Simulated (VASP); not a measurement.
Given:

```
CELL_PARAMETERS angstrom
      1.52062    -2.63378     0.00000
      1.52062     2.63378     0.00000
      0.00000     0.00000     4.99360
ATOMIC_POSITIONS crystal
  Si 0.66667 0.33333 0.49961
  Si 0.33333 0.66667 0.99961
  C  0.66667 0.33333 0.87539
  C  0.33333 0.66667 0.37539
```

These are MS2 meta-GGA, VASP's PBE PAW potentials (set 64) (plane waves; VASP) values and carry that method's errors. Numerical set-up: 520 eV cut-off, 8×8×5 Γ-centred mesh, Gaussian smearing of 0.050 eV, potentials Si C.

Task: Predict the energy per atom (σ→0), pressure.

Result: 
| Item | Result |
|---|---|
| energy per atom (σ→0) | -10.628 eV/atom |
| pressure | 7.44 GPa |

Only differences to runs with the same potentials and settings are physical.

The compound is SiC in the wurtzite structure, the rare 2H polytype. This cell is one point of a volume scan, at 0.97 of the reference volume.
